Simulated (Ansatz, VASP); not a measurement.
# Nb3Ag in VASP and in Ansatz

```
Nb Ag
1.0
     0.00000    3.31251    3.31251
     3.31251    0.00000    3.31251
     3.31251    3.31251    0.00000
Nb Ag
3 1
Direct
  0.75000 0.75000 0.75000
  0.50000 0.50000 0.50000
  0.25000 0.25000 0.25000
  0.00000 0.00000 0.00000
```

Alike in both runs: functional PBE; k mesh 4 × 4 × 4; occupations gaussian, width 0.1 eV; no spin polarisation.

Ansatz relaxed the structure, and its values are those at the end. VASP's run is a single point on that final structure, the one shown.

|  | VASP | Ansatz |
| --- | --- | --- |
| version | VASP 6.6.1 | Ansatz 0.2.0 |
| potentials or method | VASP PAW PBE potentials, release 64 (Nb_sv, Ag) | scalar-relativistic, plane waves, PAW |
| plane-wave cutoff (eV) | 520 | 420 |
| valence electrons in the cell | 50 | 58 |

|  | VASP | Ansatz | Ansatz less VASP |
| --- | --- | --- | --- |
| gap on the k mesh at the Fermi level (eV) | none | none | - |
| pressure (GPa) | -0.4 | 0.0 | +0.31 |

A gap of «none» marks a metal or a gap that the smearing closes. The functional is the same, so the differences come from potentials, cutoffs and numerics. The two sets of potentials don't hold the same shells in valence.

Caveats: the k mesh is coarse (spacing up to 0.41 Å⁻¹), so the values aren't converged.
